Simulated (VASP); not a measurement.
Here is a VASP 6.6.1 calculation.

INCAR

```
SYSTEM = MoS2
AGGAC = 0.0 ; ALGO = Normal
EDIFF = 1E-6 ; EDIFFG = -0.01
ENCUT = 520 ; GGA = BO
IBRION = 2 ; ISIF = 2
ISMEAR = 0 ; KPAR = 2
LASPH = .True. ; LCHARG = .False.
LREAL = .False. ; LUSE_VDW = .True.
LWAVE = .False. ; NELM = 100
NSW = 40 ; PARAM1 = 0.1833333333
PARAM2 = 0.22 ; PREC = Accurate
SIGMA = 0.05
```

Contents of KPOINTS:

```
k-points
0
Gamma
  12 12 3
  0 0 0
```

The input POSCAR:

```
MoS2
1.0
    3.1690000000      0.0000000000      0.0000000000
   -1.5845000000      2.7444345000      0.0000000000
    0.0000000000      0.0000000000     12.5211840000
Mo S
2 4
Direct
    0.3333333300      0.6666666700      0.2500000000
    0.6666666700      0.3333333300      0.7500000000
    0.3333333300      0.6666666700      0.6250000000
    0.6666666700      0.3333333300      0.1250000000
    0.3333333300      0.6666666700      0.8750000000
    0.6666666700      0.3333333300      0.3750000000
```

Potentials or basis: VASP PAW PBE potentials, release 64 (Mo_sv, S).

Launch:

```bash
$ cat potpaw_PBE.64/Mo_sv/POTCAR potpaw_PBE.64/S/POTCAR > POTCAR
$ mpirun -np 2 vasp_std > vasp.out
```

(1) What does it give for the energy gained by relaxing?

(2) Predict the band gap on the k mesh.

## Answers

(1) 1.0 meV/atom.

(2) 0.95 eV, indirect (least direct gap 1.68 eV).

Caveat: an odd mesh through Γ misses points on the zone boundary, where band edges often lie.

The gap isn't set beside the measured one, since this odd mesh misses points on the zone boundary.
